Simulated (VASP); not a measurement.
Output of a VASP run:

File OSZICAR:
```
       N       E                     dE             d eps       ncg     rms          rms(c)
DAV:   1     0.372947854183E+03    0.37295E+03   -0.18464E+04 14024   0.184E+03
DAV:   2     0.228723624982E+02   -0.35008E+03   -0.34629E+03 17244   0.550E+02
DAV:   3     0.899583239066E+01   -0.13877E+02   -0.13535E+02 17493   0.131E+02
DAV:   4     0.873322217003E+01   -0.26261E+00   -0.25890E+00 17781   0.184E+01
DAV:   5     0.872918801738E+01   -0.40342E-02   -0.40236E-02 18191   0.221E+00    0.227E+01
DAV:   6    -0.401613397238E+02   -0.48891E+02   -0.61838E+01 13600   0.906E+01    0.105E+01
DAV:   7    -0.371849017072E+02    0.29764E+01   -0.12861E+01 14677   0.337E+01    0.755E+00
DAV:   8    -0.360896283640E+02    0.10953E+01   -0.27218E+00 13716   0.229E+01    0.158E+00
DAV:   9    -0.379128488648E+02   -0.18232E+01   -0.16689E+00 13613   0.145E+01    0.754E-01
DAV:  10    -0.379188543071E+02   -0.60054E-02   -0.29960E-02 15171   0.209E+00    0.831E-01
DAV:  11    -0.379167937506E+02    0.20606E-02   -0.20736E-02 13832   0.159E+00    0.100E-01
DAV:  12    -0.379251198052E+02   -0.83261E-02   -0.21189E-03 14728   0.467E-01    0.141E-01
DAV:  13    -0.379259695471E+02   -0.84974E-03   -0.78904E-04 14392   0.309E-01    0.358E-02
DAV:  14    -0.379262225450E+02   -0.25300E-03   -0.41689E-05 13895   0.654E-02    0.630E-03
DAV:  15    -0.379262281907E+02   -0.56457E-05   -0.68026E-06 14251   0.236E-02    0.142E-03
DAV:  16    -0.379262320365E+02   -0.38459E-05   -0.16786E-06  7564   0.110E-02    0.286E-03
DAV:  17    -0.379262323567E+02   -0.32020E-06   -0.24372E-07  6837   0.374E-03
   1 F= -.37926232E+02 E0= -.37926460E+02  d E =0.681632E-03
```

File OUTCAR:
```
------------------------ aborting loop because EDIFF is reached ----------------------------------------
  FORCE on cell =-STRESS in cart. coord.  units (eV):
  Direction    XX          YY          ZZ          XY          YZ          ZX
  --------------------------------------------------------------------------------------
  Total       -2.3758673     -1.5236887     -3.3939619     -0.2881468      0.0000000      0.0000000
  in kB     -127.9703716    -82.0698205   -182.8075841    -15.5203320      0.0000000      0.0000000
  external PRESSURE =    -130.9492588 kB  Pullay stress =       0.0000000 kB
  volume of cell :       29.75
      direct lattice vectors                 reciprocal lattice vectors
     1.390434000 -2.370227000  0.000000000     0.359599952 -0.210950259  0.000000000
     1.390434000  2.370227000  0.000000000     0.359599952  0.210950259  0.000000000
     0.000000000  0.000000000  4.512872000     0.000000000  0.000000000  0.221588381
 POSITION                                       TOTAL-FORCE (eV/Angst)
 -----------------------------------------------------------------------------------
      1.39043      0.79008      1.12822         0.207558      0.083063      0.000000
      1.46457     -0.79008      3.38465        -0.207558     -0.083063     -0.000000
 -----------------------------------------------------------------------------------
    total drift:                                0.000005      0.000000      0.000000
  FREE ENERGIE OF THE ION-ELECTRON SYSTEM (eV)
  ---------------------------------------------------
  free  energy   TOTEN  =       -37.9262323567 eV

  energy  without entropy=      -37.9269139892  energy(sigma->0) =      -37.92645957
```
(Selected blocks of OUTCAR.)

File POSCAR:
```
Tc
1
    1.3904340000    -2.3702270000     0.0000000000
    1.3904340000     2.3702270000     0.0000000000
    0.0000000000     0.0000000000     4.5128720000
Tc
2
Direct
  0.3333330000   0.6666670000   0.2500000000
  0.6933270000   0.3599930000   0.7500000000
```

Write an INCAR and KPOINTS that could have produced this output.

Several could match; the one computed here: the input of the run itself, TPSS meta-GGA, plane waves, VASP's PBE PAW potentials (set 64).

### KPOINTS
```
Automatic mesh
0
Gamma
14 14 7
0 0 0
```

INCAR:
```
! general
SYSTEM =Tc
PREC   =Accurate
ENCUT  =400   ! plane-wave cut-off (eV)
LREAL  =.FALSE.
LASPH  =.TRUE.

! electronic loop
EDIFF  =1E-6
NELM   =100
ALGO   =Normal   ! blocked Davidson
LMAXMIX=4   ! l cut-off of mixed one-centre charges
LMIXTAU=.TRUE.

! smearing
ISMEAR =1
SIGMA  =0.1   ! width (eV)

! functional
METAGGA=TPSS

! ions
ISIF   =2   ! forces and stress, cell fixed

! output
LWAVE  =.FALSE.
LCHARG =.FALSE.
```

POTCAR, in this order: Tc_pv (PBE.64 set). Program: vasp_std.

The compound is Tc in the hcp structure. The cell was not relaxed at this level, atoms are displaced from their ideal sites. The run is one of a series of settings (GGA removed, LMIXTAU = .TRUE., METAGGA = TPSS against the base run), some of them coarse on purpose.
